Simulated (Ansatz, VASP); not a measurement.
# Zn3SbN3 in two plane-wave programs, part 2 of 2

One calculation is typed for both programs; each brings its own data sets. How far apart do they land? The cell is taken from a series of runs on this material, whose earlier steps may have relaxed, scaled, displaced or heated it; both programs get it as it stands.

VASP 6.6.1 and Ansatz 0.2.0.

So far: The starting structure; VASP: G0W0 gap, PBE, DFT+U.

### 3. Ansatz: G0W0 gap, PBE, DFT+U

Level of this step: Ansatz beside VASP: Kohn-Sham DFT, plane waves, PBE, DFT+U (Ansatz).

Ansatz runs on its PAW soft_1 files.

The same cell, functional and mesh now go to Ansatz, which takes its cutoff from its data sets.

input.yaml reads:

```yaml
crystal:
  lattice:
    - [3.3938895471, -3.283248115, 0.0]
    - [3.3938895471, 3.283248115, 0.0]
    - [-3.2155964401, 0.0, 4.5561292986]
  atoms:
    - { symbol: Zn, position: [0.64265811, 0.64265811, 0.11808447] }
    - { symbol: Zn, position: [0.75601403, 0.31486041, 0.51982585] }
    - { symbol: Zn, position: [0.31486041, 0.75601403, 0.51982585] }
    - { symbol: Sb, position: [0.06050886, 0.06050886, 0.00241463] }
    - { symbol: "N", position: [0.41103526, 0.94206134, 0.29988336] }
    - { symbol: "N", position: [0.94206134, 0.41103526, 0.29988336] }
    - { symbol: "N", position: [0.698722, 0.698722, 0.81219049] }
kpoints:
  mp_grid: { grid: [4, 4, 4] }
hamiltonian:
  xc: pbe
  hubbard:
    projectors: ortho-atomic
    sites: [{ species: Zn, l: d, u_eff: 8.0 }]
  pseudopotentials: { kind: paw, azcp: { folder: soft_1 } }
scf:
  occupations: { method: fixed }
gw:
  n_empty_bands: 423
  ecut_chi: 150.0
  qp_bands: [v2, c2]
  qp_kpoints: band_edges
  screening: { model: contour_deformation }
```

The run is started by

```sh
$ ansatz run input.yaml --threads 2 --pin off --max-ram 92160MiB --backend cuda --events-out ev --progress --plain --runs-dir out --devices 1 --max-vram 13GiB
```

Numbers of over 12 decimals in the logs are rounded to 6 here.

The program printed:

```text
GPUs: using 1 of 1 available (devices: 1).
Engine: ansatz 0.2.0, x86_64-unknown-linux-gnu
Pseudopotentials: kind: paw
Pseudopotential: Zn, paw, valence charge 12, recommended cutoff 420 eV (normal), soft_1/Zn.paw.azcp
Pseudopotential: Sb, paw, valence charge 15, recommended cutoff 420 eV (normal), soft_1/Sb.paw.azcp
Pseudopotential: N, paw, valence charge 5, recommended cutoff 420 eV (normal), soft_1/N.paw.azcp
Functional definition: PBE
  parameter kappa = 0.804
  parameter beta = 0.066725
  exchange = pbe_x(kappa = kappa, mu = beta*pi^2/3)
  correlation = pbe_c(beta = beta)
device memory: the entry about to start is reckoned to put 1.4 GiB on a device that reports 59.0 GiB free (of which the cap on the GPU budget leaves the run 13.0 GiB)
GPU FFT provider: cuFFT
GPU libraries: cuBLAS 13.8.2, cuFFT 12.4.0, cuSOLVER 12.3.4
Crystal: 7 atoms, lattice volume = 101.538 Å³
Basis set: ecut = 420 eV, 1987 PW (Γ)
Bands: 40, of which v1, the nominal top of the filled ones, is band 33 counted from 1 (32 counted from 0)
Symmetry: 2 space group operations
Space group: Cm (ITA 8), of the structure as read, at distance tolerance 4.7e-5 Å
k-points: 24 of 64 (time reversal used)
Non-local potential: Zn, projectors of the file, l = 0: 2, l = 1: 2, l = 2: 3, l = 3: 1
Non-local potential: Sb, projectors of the file, l = 0: 2, l = 1: 2, l = 2: 2, l = 3: 1
Non-local potential: N, projectors of the file, l = 0: 2, l = 1: 2, l = 2: 1
PAW form: soft (Blöchl's): semilocal exchange-correlation on the pseudo side does not see the compensation charge
PAW one-centre angular grid: Zn, 590 points (default); XC on 64 Gauss nodes
PAW one-centre angular grid: Sb, 590 points (default); XC on 64 Gauss nodes
PAW one-centre angular grid: N, 110 points (default); XC on 64 Gauss nodes
Initial density: superposition of atomic densities (chi_scale 0.1, normalization cell, long waves of neutral atoms under a Hubbard term (reshape's long-wave potential 0.03 eV rms, cloud 2.10 Å wide))
Initial wavefunctions: pseudopotential atomic-orbital guess
GPU buffer pool allocated for 40960 grid points (all kernels)
GPU transforms: local potential and band sums: pruned to the plane-wave sphere, on 32×32×40
Functional: x = pbe(κ = 0.804, μ = 0.219515), c = pbe(β = 0.066725)
SCF iter   1: F=—  HF=-17594.378078 eV  |F-HF|=—  |Δ(HF+E_count)|=         —  Δρ=7.94e-2  dr2=7.74e0  ethr=3.10e-3  ⟨swp⟩=4.9  Hψ=3804  notcnv=0  defer=117
preconditioner: auto → Resta (q_TF=auto, 2.539 Å⁻¹)  ε∞=4.4  [insulator: Δε(μ)=2.261 eV  Ē_g=16.331 eV  n_scr=30 (ndim 8)  ℏωp=29.9 eV  f_vac=0.006  ε∞_Penn≈4.4]
SCF iter   2: F=—  HF=-17592.502845 eV  |F-HF|=—  |Δ(HF+E_count)|=    1.88e0  Δρ=3.03e-2  dr2=5.54e-1  ethr=3.10e-3  ⟨swp⟩=3.0  Hψ=1967  notcnv=0  defer=120
SCF iter   3: F=—  HF=-17592.397232 eV  |F-HF|=—  |Δ(HF+E_count)|=   1.06e-1  Δρ=1.53e-2  dr2=1.93e-1  ethr=8.39e-4  ⟨swp⟩=3.0  Hψ=1582  notcnv=0  defer=120
SCF iter   4: F=—  HF=-17592.377983 eV  |F-HF|=—  |Δ(HF+E_count)|=   1.92e-2  Δρ=4.59e-3  dr2=1.25e-2  ethr=2.92e-4  ⟨swp⟩=2.6  Hψ=1525  notcnv=0  defer=120
SCF iter   5: F=—  HF=-17592.380456 eV  |F-HF|=—  |Δ(HF+E_count)|=   2.47e-3  Δρ=2.32e-3  dr2=3.80e-3  ethr=1.89e-5  ⟨swp⟩=2.1  Hψ=1809  notcnv=0  defer=120
SCF iter   6: F=—  HF=-17592.378883 eV  |F-HF|=—  |Δ(HF+E_count)|=   1.57e-3  Δρ=3.36e-4  dr2=1.16e-4  ethr=5.75e-6  ⟨swp⟩=2.0  Hψ=1571  notcnv=0  defer=120
SCF iter   7: F=—  HF=-17592.379053 eV  |F-HF|=—  |Δ(HF+E_count)|=   1.70e-4  Δρ=1.93e-4  dr2=4.56e-5  ethr=1.76e-7  ⟨swp⟩=2.0  Hψ=1592  notcnv=0  defer=120
SCF iter   8: F=—  HF=-17592.379075 eV  |F-HF|=—  |Δ(HF+E_count)|=   2.22e-5  Δρ=1.94e-4  dr2=4.43e-5  ethr=6.91e-8  ⟨swp⟩=2.0  Hψ=1560  notcnv=0  defer=72
SCF iter   9: F=—  HF=-17592.379069 eV  |F-HF|=—  |Δ(HF+E_count)|=   6.44e-6  Δρ=2.66e-5  dr2=7.27e-7  ethr=6.71e-8  ⟨swp⟩=2.7  Hψ=1550  notcnv=0  defer=73
SCF iter  10: F=—  HF=-17592.379070 eV  |F-HF|=—  |Δ(HF+E_count)|=   6.86e-7  Δρ=1.13e-5  dr2=1.50e-7  ethr=1.52e-10  ⟨swp⟩=10.4  Hψ=4382  notcnv=0
SCF iter  11: F=-17592.379070 eV  HF=-17592.379070 eV  |F-HF|=5.98e-9  |Δ(HF+E_count)|=   1.27e-7  Δρ=3.45e-6  dr2=1.61e-8  ethr=1.52e-10  ⟨swp⟩=3.5  Hψ=2352  notcnv=0
SCF 1 converged in 11 iterations: F = -17592.379070 eV  dr2 = 1.61e-8
  greatest PAW one-centre occupation: 0.996 electrons in one spin orbital (limit 2), on the Sb atom at site 3 (counted from 0), in its partial waves of l = 2
device memory: the entry about to start is reckoned to put 1.4 GiB (of the 1.6 GiB reckoned in all, the device holds 0.2 GiB already) on a device that reports 58.1 GiB free (of which the cap on the GPU budget leaves the run 12.9 GiB)
NSCF: frozen V_eff on 24 k-points, pencils in batches of 32, up to order 160
[...]
k-point 1: bands = [... 29 lower, 6.3774, 7.1275, 7.4322, 8.1858, 9.9613, 11.9048, 12.1980, 13.1077, ... 3 higher]
  k-point 2: bands = [... 29 lower, 6.8738, 6.9483, 7.2561, 8.1304, 10.3617, 11.1948, 11.4675, 13.4613, ... 3 higher]
  k-point 23: bands = [... 29 lower, 7.1106, 7.3093, 7.7473, 8.2272, 11.7662, 12.5487, 13.1733, 13.3281, ... 3 higher]
Occupation matrices written to <dir>
--- G₀W₀: contour deformation, 7 samples at zero and on the imaginary axis and 2 off it, 64 q-points, 423 empty bands' worth ---
  eigenvalues of the whole cell's RPA ε∞ on this k-mesh (on a slab, of 1 + 4πα/V) = 6.8233, 7.6652, 7.6728; static W/v taken at q = 0 is 0.135621
  gw.qp_kpoints: band_edges: 19 of 24 stored k-points solved, in 1 pass; an edge of the gap read off the rows below is read off those points alone
    valence top: of the k-points left out ik 16 came nearest to being solved in a further pass, in band 33 (counted from 1, as in the quasiparticle table): it holds the edge there only if its correction is more favourable than any solved in that band by at least 0.477 eV; those differ by 0.132 eV
    conduction bottom: of the k-points left out ik 11 came nearest to being solved in a further pass, in band 34 (counted from 1, as in the quasiparticle table): it holds the edge there only if its correction is more favourable than any solved in that band by at least 0.864 eV; those differ by 0.246 eV
    ik  band        ε_KS         Σx   Σc(E_QP)       V_xc       Z   E_QP_lin       E_QP  E_QP is
     0    32      7.4430   -22.6306     3.2192   -18.9307  0.7319     6.9572     6.9624  root
     0    33      7.7442   -22.5508     2.9838   -19.1018  0.7394     7.2746     7.2790  root
     0    34     10.8443   -10.1372    -3.7148   -14.0574  0.7842    11.0503    11.0496  root
     0    35     11.7636   -12.4001    -3.6145   -16.3253  0.7658    12.0760    12.0742  root
     1    32      7.4322   -22.7595     3.2734   -19.0151  0.7302     6.9563     6.9613  root
     1    33      8.1858   -21.4815     2.4766   -18.5657  0.7451     7.7433     7.7467  root
     1    34      9.9613   -10.7425    -3.3500   -14.2802  0.7867    10.1494    10.1490  root
     1    35     11.9048   -10.0231    -4.0748   -14.3890  0.7665    12.1976    12.1959  root
     2    32      7.2561   -22.3777     3.3519   -18.5551  0.7255     6.7801     6.7854  root
     2    33      8.1304   -20.8970     2.2096   -18.2397  0.7481     7.6792     7.6827  root
     2    34     10.3617   -11.1672    -3.4093   -14.8456  0.7763    10.6317    10.6308  root
     2    35     11.1948    -9.7300    -3.8314   -13.7554  0.7815    11.3894    11.3888  root
     3    32      7.3278   -22.7820     3.3006   -18.9960  0.7295     6.8369     6.8425  root
     3    33      8.1327   -21.3527     2.5614   -18.3339  0.7449     7.6714     7.6753  root
     3    34     10.9209   -10.7425    -3.5728   -14.5560  0.7754    11.1624    11.1616  root
     3    35     11.7411   -10.1139    -3.9294   -14.3245  0.7698    12.0238    12.0223  root
     4    32      7.0616   -22.0010     3.2544   -18.2432  0.7267     6.5515     6.5582  root
     4    33      8.0236   -20.4644     2.3578   -17.6190  0.7471     7.5315     7.5359  root
     4    34     10.7435   -11.1620    -3.5634   -15.0022  0.7750    11.0215    11.0204  root
     4    35     11.2997   -10.2898    -3.7444   -14.2893  0.7742    11.5559    11.5549  root
     5    32      7.3424   -22.5020     3.3176   -18.7101  0.7284     6.8629     6.8682  root
     5    33      7.9919   -20.3043     2.1890   -17.6313  0.7477     7.5036     7.5079  root
     5    34     10.7648   -10.9506    -3.5529   -14.7889  0.7733    11.0514    11.0502  root
     5    35     11.3792   -10.6503    -3.6969   -14.6027  0.7707    11.6358    11.6347  root
[...]
22    32      7.8052   -23.4535     3.2997   -19.7264  0.7301     7.3740     7.3778  root
    22    33      7.8526   -21.4839     2.6710   -18.3132  0.7435     7.3480     7.3529  root
    22    34     11.4275   -10.2093    -4.0906   -14.6491  0.7760    11.7788    11.7768  root
    22    35     12.0746   -10.5922    -4.1174   -15.0990  0.7557    12.4675    12.4639  root
    23    32      7.7473   -23.9740     3.4277   -20.1023  0.7318     7.2993     7.3033  root
    23    33      8.2272   -23.6263     3.2383   -19.9906  0.7307     7.8268     7.8299  root
    23    34     11.7662    -8.9931    -4.0623   -13.3194  0.7709    12.0316    12.0303  root
    23    35     12.5487    -9.7400    -4.2786   -14.3464  0.7524    12.8794    12.8764  root
```

### 4. Side by side

Known differences besides the potentials themselves: U acts on the PAW sphere in VASP and on atomic orbitals in Ansatz, so only states and trends compare; fixed occupations in Ansatz, narrow Gaussian smearing in VASP; the data sets hold 66 valence electrons in Ansatz (on its PAW soft_1 files) and 90 in VASP; the cutoff is 420 eV in Ansatz and 450 eV in VASP; Ansatz integrates over frequency by contour deformation, VASP on a grid of NOMEGA points; Ansatz's G0W0 levels solve the quasiparticle equation, VASP's are linearised. Total energies have different zeros and are not compared.

The two programs side by side:

| quantity | Ansatz | VASP | difference |
| --- | --- | --- | --- |
| G0W0 gap on the mesh (eV) | 2.21 | 2.49 | -0.28 |
| Kohn-Sham gap under it (eV) | 1.58 | 1.61 | -0.02 |

VASP's log warns that its frequency grid doesn't suit quasiparticle energies on this mesh.

### 5. Results

| Item | Value |
| --- | --- |
| difference in G0W0 gap on the mesh (G0W0 gap, PBE, DFT+U) | -0.28 eV |

What this shows: The difference in G0W0 gap on the mesh is -0.28 eV (G0W0 gap, PBE, DFT+U). The data sets hold unlike numbers of valence electrons (66 in Ansatz and 90 in VASP), so part of the differences comes from the potentials. Part of the difference in the G0W0 gap can come from VASP's linearised levels. How closely two codes agree says nothing of how well the functional describes the real material.

[Lines on the potential files, build, host, timing and source positions are cut from VASP's logs without a mark.]

[Logs are printed without paths, hosts, clocks, repeated set-up lines and the standing remarks that a program may print on its own settings, such as how far it seeks lower states.]

[Hosts, paths, dates, database ids (printed as entryN), source tags and the programs' standing remarks are cut or masked in the printed files.]
